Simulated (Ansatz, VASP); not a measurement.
## Cross-check of Ni (Ni wire along [110], 8 atoms a period) between VASP and Ansatz

One calculation is typed for both programs; each brings its own data sets. How far apart do they land? The cell is taken from a series of runs on this material, whose earlier steps may have relaxed, scaled, displaced or heated it; both programs get it as it stands.

Main program and level: Ansatz 0.2.0; plane waves, with VASP 6.6.1 beside it; PBE.

### Step 1. The starting structure

The cell holds 8 atoms: 8 Ni. Its edges and angles: a = 10.320 Å, b = 11.778 Å, c = 2.385 Å, α = 90.0°, β = 90.0°, γ = 90.0°. Vacuum lies along a and b. The structure's axis is c.

### Step 2. Ansatz: single point, PBE

Ansatz runs on its PAW soft_1 files.

With cell and atoms fixed, the geometry can't cause a difference; cores, projectors, grids and the points listed under the comparison can.

The input, input.yaml:

```yaml
crystal:
  lattice:
    - [10.32, 0.0, 0.0]
    - [0.0, 11.778, 0.0]
    - [0.0, 0.0, 2.3853045395]
  atoms:
    - { symbol: Ni, position: [0.319399677, 0.694740307, 0.0], spin: 0.82 }
    - { symbol: Ni, position: [0.339623481, 0.5, 0.0], spin: 0.82 }
    - { symbol: Ni, position: [0.680600323, 0.694740307, 0.0], spin: 0.82 }
    - { symbol: Ni, position: [0.660376519, 0.5, 0.0], spin: 0.82 }
    - { symbol: Ni, position: [0.5, 0.383275673, 0.5], spin: 0.7 }
    - { symbol: Ni, position: [0.5, 0.616724327, 0.5], spin: 0.7 }
    - { symbol: Ni, position: [0.319399677, 0.305259693, 0.0], spin: 0.82 }
    - { symbol: Ni, position: [0.680600323, 0.305259693, 0.0], spin: 0.82 }
magnetization:
  spin_polarized: true
kpoints:
  mp_grid: { grid: [1, 1, 34] }
  band_path: { path: ["Γ", Z], npoints: 90 }
scf:
  occupations: { method: fermi_dirac, width: 0.05 }
hamiltonian:
  xc: pbe
  pseudopotentials: { kind: paw, azcp: { folder: soft_1 } }
output:
  dos: { e_range: [-5, 4] }
  write_potential: true
  write_density: true
  volumetric_format: npy
```

The run is started by

```
ansatz run input.yaml --threads 4 --pin off --max-ram 16384MiB --backend cpu --events-out ev --progress --plain --runs-dir out
```

Numbers of over 12 decimals in the logs are rounded to 6 here.

The program printed:

```text
Engine: ansatz 0.2.0, x86_64-unknown-linux-gnu
Pseudopotentials: kind: paw
Pseudopotential: Ni, paw, valence charge 18, recommended cutoff 420 eV (normal), soft_1/Ni.paw.azcp
Functional definition: PBE
  parameter kappa = 0.804
  parameter beta = 0.066725
  exchange = pbe_x(kappa = kappa, mu = beta*pi^2/3)
  correlation = pbe_c(beta = beta)
Crystal: 8 atoms, lattice volume = 289.931 Å³
Basis set: ecut = 420 eV, 5599 PW (Γ)
Bands: 91, of which v1, the nominal top of the filled ones, is band 72 counted from 1 (71 counted from 0)
Symmetry: 8 space group operations
Space group: Pmmm (ITA 47), of the structure as read, at distance tolerance 6.6e-5 Å
Magnetic group: BNS 47.249 (UNI 347), of the structure as read, at distance tolerance 6.6e-5 Å
k-points: 18 of 34
Non-local potential: Ni, projectors of the file, l = 0: 3, l = 1: 2, l = 2: 3, l = 3: 1
PAW form: soft (Blöchl's): semilocal exchange-correlation on the pseudo side does not see the compensation charge
PAW one-centre angular grid: Ni, 590 points (default); XC on 64 Gauss nodes
Initial density: superposition of atomic densities (neutral atoms: chi_scale 0, normalization atom)
Starting moments: Σ|m| = 6.32 μB on 8 of 8 sites
Initial wavefunctions: pseudopotential atomic-orbital guess
Functional: x = pbe(κ = 0.804, μ = 0.219515), c = pbe(β = 0.066725)
SCF iter   1: F=—  HF=-46701.652550 eV  |F-HF|=—  |Δ(HF+E_count)|=         —  Δρ=2.80e-2 (↑2.80e-2 ↓2.17e-2)  dr2=1.53e1  dr2_m=9.47e-1  M=6.991 μB ∫|m|=7.294 μB  β_m=0.30  ethr=3.10e-3  ⟨swp⟩=8.2  Hψ=15496  notcnv=0  defer=54
Mixer restart at iter 1: flushing history
preconditioner: auto → LDOS  [metal: Δε(μ)=0.010 eV  Ē_g=6.416 eV  σ=0.050 eV  W_gap=0.05  n_scr=50 (ndim 8)  ℏωp=19.5 eV  f_vac=0.558  D(μ)=17.14/eV (n_scr^D=184)]
spin=Collinear: LDOS preconditioning applied to the charge; magnetization (m = ρ↑ − ρ↓) channel mixes plain (no charge-response kernel on spin).
SCF iter   2: F=—  HF=-46703.511502 eV  |F-HF|=—  |Δ(HF+E_count)|=    1.86e0  Δρ=1.93e-2 (↑1.93e-2 ↓1.21e-2)  dr2=3.36e0  dr2_m=4.08e-1  M=6.875 μB ∫|m|=7.270 μB  β_m=0.40  ethr=3.10e-3  ⟨swp⟩=2.9  Hψ=5564  notcnv=0  defer=303
SCF iter   3: F=—  HF=-46707.785319 eV  |F-HF|=—  |Δ(HF+E_count)|=    4.27e0  Δρ=1.01e-2 (↑4.55e-3 ↓1.01e-2)  dr2=2.42e-1  dr2_m=1.04e-1  M=6.719 μB ∫|m|=7.269 μB  β_m=0.45  ethr=2.34e-3  ⟨swp⟩=3.0  Hψ=5212  notcnv=0  defer=308
SCF iter   4: F=—  HF=-46708.751041 eV  |F-HF|=—  |Δ(HF+E_count)|=   9.66e-1  Δρ=4.66e-3 (↑3.54e-3 ↓4.66e-3)  dr2=1.46e-1  dr2_m=1.46e-2  M=6.438 μB ∫|m|=7.063 μB  β_m=0.70  ethr=1.68e-4  ⟨swp⟩=2.6  Hψ=5373  notcnv=0  defer=316
SCF iter   5: F=—  HF=-46709.472443 eV  |F-HF|=—  |Δ(HF+E_count)|=   7.21e-1  Δρ=3.52e-3 (↑2.85e-3 ↓3.52e-3)  dr2=5.20e-2  dr2_m=1.24e-2  M=6.189 μB ∫|m|=6.913 μB  β_m=0.74  ethr=1.01e-4  ⟨swp⟩=3.8  Hψ=7219  notcnv=0  defer=316
SCF iter   6: F=—  HF=-46709.518385 eV  |F-HF|=—  |Δ(HF+E_count)|=   4.59e-2  Δρ=4.72e-3 (↑1.22e-3 ↓4.72e-3)  dr2=5.97e-2  dr2_m=1.09e-2  M=6.067 μB ∫|m|=6.811 μB  β_m=0.87  ethr=3.61e-5  ⟨swp⟩=2.5  Hψ=5391  notcnv=0  defer=320
SCF iter   7: F=—  HF=-46709.534280 eV  |F-HF|=—  |Δ(HF+E_count)|=   1.59e-2  Δρ=8.31e-4 (↑4.70e-4 ↓8.31e-4)  dr2=3.21e-3  dr2_m=7.33e-4  M=6.043 μB ∫|m|=6.798 μB  β_m=0.81  ethr=3.61e-5  ⟨swp⟩=2.0  Hψ=5053  notcnv=0  defer=320
SCF iter   8: F=—  HF=-46709.534001 eV  |F-HF|=—  |Δ(HF+E_count)|=   2.79e-4  Δρ=4.02e-4 (↑1.93e-4 ↓4.02e-4)  dr2=6.38e-4  dr2_m=9.92e-5  M=6.043 μB ∫|m|=6.796 μB  β_m=0.78  ethr=2.23e-6  ⟨swp⟩=2.0  Hψ=4988  notcnv=0  defer=320
SCF iter   9: F=—  HF=-46709.533967 eV  |F-HF|=—  |Δ(HF+E_count)|=   3.46e-5  Δρ=1.55e-4 (↑8.04e-5 ↓1.55e-4)  dr2=1.09e-4  dr2_m=8.14e-6  M=6.046 μB ∫|m|=6.796 μB  β_m=0.71  ethr=4.43e-7  ⟨swp⟩=2.1  Hψ=4869  notcnv=0  defer=320
SCF iter  10: F=—  HF=-46709.533947 eV  |F-HF|=—  |Δ(HF+E_count)|=   2.00e-5  Δρ=4.83e-5 (↑1.68e-5 ↓4.83e-5)  dr2=9.19e-6  dr2_m=1.24e-6  M=6.046 μB ∫|m|=6.796 μB  β_m=0.67  ethr=7.58e-8  ⟨swp⟩=2.0  Hψ=4695  notcnv=0  defer=320
SCF iter  11: F=—  HF=-46709.533946 eV  |F-HF|=—  |Δ(HF+E_count)|=   6.02e-7  Δρ=3.32e-5 (↑8.63e-6 ↓3.32e-5)  dr2=2.26e-6  dr2_m=6.77e-7  M=6.046 μB ∫|m|=6.795 μB  β_m=0.64  ethr=6.38e-9  ⟨swp⟩=2.0  Hψ=4808  notcnv=0  defer=320
SCF iter  12: F=—  HF=-46709.533946 eV  |F-HF|=—  |Δ(HF+E_count)|=   2.43e-7  Δρ=1.08e-5 (↑4.50e-6 ↓1.08e-5)  dr2=2.18e-7  dr2_m=1.34e-7  M=6.046 μB ∫|m|=6.795 μB  β_m=0.82  ethr=1.57e-9  ⟨swp⟩=2.1  Hψ=4687  notcnv=0  defer=320
SCF iter  13: F=—  HF=-46709.533946 eV  |F-HF|=—  |Δ(HF+E_count)|=   2.70e-7  Δρ=5.76e-6 (↑3.90e-6 ↓5.76e-6)  dr2=1.42e-7  dr2_m=1.13e-8  M=6.046 μB ∫|m|=6.795 μB  β_m=0.71  ethr=1.51e-10  ⟨swp⟩=2.9  Hψ=6545  notcnv=0  defer=320
SCF iter  14: F=—  HF=-46709.533946 eV  |F-HF|=—  |Δ(HF+E_count)|=   2.63e-8  Δρ=2.77e-6 (↑1.15e-6 ↓2.77e-6)  dr2=2.51e-8  dr2_m=2.78e-9  M=6.046 μB ∫|m|=6.795 μB  β_m=0.76  ethr=9.84e-11  ⟨swp⟩=2.0  Hψ=4720  notcnv=0  defer=320
SCF iter  15: F=-46709.533946 eV  HF=-46709.533946 eV  |F-HF|=2.49e-8  |Δ(HF+E_count)|=   1.27e-9  Δρ=2.71e-6 (↑5.46e-7 ↓2.71e-6)  dr2=2.83e-8  dr2_m=3.63e-9  M=6.046 μB ∫|m|=6.795 μB  ethr=1.74e-11  ⟨swp⟩=11.2  Hψ=13475  notcnv=0
SCF 1 converged in 15 iterations: F = -46709.533946 eV  dr2 = 2.83e-8
  greatest PAW one-centre occupation: 1.001 electrons in one spin orbital (limit 2), on the Ni atom at site 7 (counted from 0), in its partial waves of l = 1
WARN: The output density's exchange-correlation potential varies sharply where the density is thin. Do not read a vacuum level from v_tot or v_xc, or from such a field of the output density. On a cell that repeats whose density bears no net charge and no dipole along the vacuum's axis use v_es (v_loc + v_h of the components); under efield.dipole_correction with no amplitude use v_es + v_field, which holds any externa [...]
NSCF: frozen V_eff on 91 k-points
SCF converged after 15 iterations
Magnetization: 6.0461 μB (75.0230 up, 68.9770 down)
Absolute magnetization: 6.8027 μB (∫|ρ↑−ρ↓|, with the PAW one-centre terms)
Spin contamination: 0.0873 ħ² per cell (⟨S²⟩ above its minimum at these occupations)
Per-site moments (μB) at R_I (Å): [(0.813082, 0.950040), (0.814671, 0.950040), (0.813082, 0.950040), (0.814671, 0.950040), (0.695252, 0.983938), (0.695252, 0.983938), (0.813082, 0.950040), (0.813082, 0.950040)]
Free energy (F): -46709.533946 eV
Harris-Foulkes:  -46709.533946 eV  (|F-HF|=2.49e-8)
Internal energy: -46709.417388 eV  (E = F + TS)
E sigma→0 (E₀):  -46709.475667 eV
Entropy (-TS):   -0.116559 eV (-14.570 meV/atom)
Fermi energy:    2.398130 eV
--- Per-component energies (eV) ---
  E_band       = -4500.719295
  E_kinetic    = 2709.328139
  E_local      = -94111.573782  (includes V_loc(G=0)·N_el)
  E_nonlocal   = -918.427365
  E_hartree    = 46901.957575
  E_xc         = -890.039369
  E_vxc        = -1147.045748  (∫ρ·V_xc dr)
  E_paw        = -13278.315843  (= ΣΔE_a)
  E_vpaw       = -4836.940179  (= ΣTr[D̂ρ^β])
  E_aug_tail   = 0.007987  (compensation charges beyond the density's cutoff)
  E_ewald      = 12877.645271
  E_smearing   = -0.116559  (= −TS)
  E_closure    = 0.000000  (closes the sum)
  Σ components = -46709.533946   (vs F -46709.533946, Δ=0.00e0)
--- Band table (eV; the first three rows and the last of 36) ---
  k-point 0 ↑: bands = [... 68 lower, 1.5164, 1.5722, 1.6680, 1.7432, 1.8175, 1.8457, 1.8460, 1.8581, ... 15 higher]
  k-point 1 ↑: bands = [... 68 lower, 1.5242, 1.5837, 1.6502, 1.7315, 1.8023, 1.8091, 1.8472, 1.8907, ... 15 higher]
  k-point 2 ↑: bands = [... 68 lower, 1.5452, 1.5975, 1.6056, 1.7053, 1.7534, 1.7670, 1.8115, 1.8232, ... 15 higher]
  k-point 17 ↓: bands = [... 68 lower, 2.7233, 2.8374, 3.0987, 3.1184, 3.8802, 4.2809, 4.6817, 5.4650, ... 15 higher]
```

The column dr2 measures how far the density is from self-consistency, as an energy; F and HF (Harris–Foulkes) agree once it is small.

### Step 3. VASP: single point, PBE

The same cell, functional, mesh and smearing now go to VASP, with its own data sets.

Lines of VASP's logs that name or quote its potential files are left out, and so is its time.

The input, INCAR:

```
SYSTEM = Ni
PREC = Accurate
ENCUT = 520
EDIFF = 1E-06
NELM = 200
ISMEAR = -1
SIGMA = 0.05
LREAL = .FALSE.
ALGO = Normal
GGA = PE
NBANDS = 57
ISPIN = 2
MAGMOM = 0.81 0.81 0.81 0.81 0.7 0.7 0.81 0.81
LASPH = .TRUE.
LMAXMIX = 4
LORBIT = 11
LWAVE = .FALSE.
LCHARG = .FALSE.
ISIF = 2
GGA_COMPAT = .FALSE.
KPAR = 2
```

The input, POSCAR:

```
Ni
1.0
   10.3200000000      0.0000000000      0.0000000000
    0.0000000000     11.7780000000      0.0000000000
    0.0000000000      0.0000000000      2.3853045395
Ni
8
Direct
    0.3193996770      0.6947403070      0.0000000000
    0.3396234810      0.5000000000      0.0000000000
    0.6806003230      0.6947403070      0.0000000000
    0.6603765190      0.5000000000      0.0000000000
    0.5000000000      0.3832756730      0.5000000000
    0.5000000000      0.6167243270      0.5000000000
    0.3193996770      0.3052596930      0.0000000000
    0.6806003230      0.3052596930      0.0000000000
```

The input, KPOINTS:

```
Automatic mesh
0
Gamma
1 1 34
0 0 0
```

PAW data sets: Ni (PBE family, release 64).

The run is started by

```
mpirun -np 2 vasp_std
```

The program printed:

```text
[banner, memory and clock lines left out]
running    2 mpi-ranks, on    1 nodes
 distrk:  each k-point on    1 cores,    2 groups
 distr:  one band on    1 cores,    1 groups

 POSCAR found type information on POSCAR Ni
 POSCAR found :  1 types and       8 ions
 LDA part: xc-table for (Slater+PW92), standard interpolation
 POSCAR, INCAR and KPOINTS ok, starting setup
 FFT: planning ... GRIDC
 FFT: planning ... GRID_SOFT
 FFT: planning ... GRID
 WAVECAR not read
 entering main loop
       N       E                     dE             d eps       ncg     rms          rms(c)
DAV:   1     0.547710313320E+03    0.54771E+03   -0.33619E+04  4104   0.142E+03
DAV:   2    -0.209521838702E+01   -0.54981E+03   -0.52149E+03  4104   0.313E+02
DAV:   3    -0.408451010738E+02   -0.38750E+02   -0.36005E+02  4463   0.118E+02
DAV:   4    -0.415942086025E+02   -0.74911E+00   -0.74609E+00  4471   0.178E+01
DAV:   5    -0.416100731911E+02   -0.15865E-01   -0.15864E-01  6229   0.173E+00    0.230E+01
DAV:   6    -0.433801380909E+02   -0.17701E+01   -0.55030E+01  4727   0.101E+02    0.366E+01
DAV:   7    -0.407485579354E+02    0.26316E+01   -0.44118E+01  4698   0.121E+02    0.279E+01
DAV:   8    -0.361725663594E+02    0.45760E+01   -0.84883E+00  5903   0.477E+01    0.175E+01
DAV:   9    -0.365683559594E+02   -0.39579E+00   -0.12551E+01  4653   0.512E+01    0.156E+01
DAV:  10    -0.357544746383E+02    0.81388E+00   -0.29527E+00  4625   0.274E+01    0.756E+00
DAV:  11    -0.355826953946E+02    0.17178E+00   -0.66185E-01  5455   0.115E+01    0.160E+00
DAV:  12    -0.356009290584E+02   -0.18234E-01   -0.24201E-01  4198   0.373E+00    0.191E+00
DAV:  13    -0.355870630703E+02    0.13866E-01   -0.17284E-02  4366   0.206E+00    0.786E-01
DAV:  14    -0.355893671520E+02   -0.23041E-02   -0.95585E-03  5322   0.139E+00    0.484E-01
DAV:  15    -0.355909968608E+02   -0.16297E-02   -0.56231E-03  4188   0.725E-01    0.275E-01
DAV:  16    -0.355916665684E+02   -0.66971E-03   -0.13022E-03  4849   0.484E-01    0.159E-01
DAV:  17    -0.355925227329E+02   -0.85616E-03   -0.75979E-04  4190   0.289E-01    0.919E-02
DAV:  18    -0.355936251840E+02   -0.11025E-02   -0.59928E-04  4631   0.294E-01    0.112E-01
DAV:  19    -0.355939334609E+02   -0.30828E-03   -0.17725E-04  4246   0.191E-01    0.787E-02
DAV:  20    -0.355941447906E+02   -0.21133E-03   -0.60487E-05  4268   0.978E-02    0.366E-02
DAV:  21    -0.355941727859E+02   -0.27995E-04   -0.18668E-05  5235   0.512E-02    0.914E-03
DAV:  22    -0.355941727672E+02    0.18708E-07   -0.77982E-06  4274   0.197E-02
   1 F= -.35594173E+02 E0= -.35535693E+02  d E =-.116959E+00  mag=     5.9855
```

[end of part 1 of 2]

[Lines on the potential files, build, host, timing and source positions are cut from VASP's logs without a mark.]

[Logs are printed without paths, hosts, clocks, repeated set-up lines and the standing remarks that a program may print on its own settings, such as how far it seeks lower states.]

[Hosts, paths, dates, database ids (printed as entryN), source tags and the programs' standing remarks are cut or masked in the printed files.]
